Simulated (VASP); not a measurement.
Here is the system:

```
Pb
1.0
    0.00000     2.49951     2.49951
    2.49951     0.00000     2.49951
    2.49951     2.49951     0.00000
Pb
1
Cartesian
  0.00000   0.00000   0.00000
```

The numbers are results of PBE GGA with D3 dispersion (Becke-Johnson damping), VASP's PBE PAW potentials (set 64) (plane waves; VASP), not measurements. Numerical set-up: 520 eV cut-off, 13×13×13 Γ-centred mesh, first-order Methfessel-Paxton smearing of 0.10 eV, potentials Pb_d.

### Question
Give the stress tensor in GPa (positive for a compressed cell).

### Answer

```
-1.15   0.00   0.00
 0.00  -1.15   0.00
 0.00   0.00  -1.15
```
The pressure is its mean diagonal, -1.15 GPa.

The compound is Pb in the fcc structure. This cell is one point of a volume scan, at 1.03 of the reference volume.
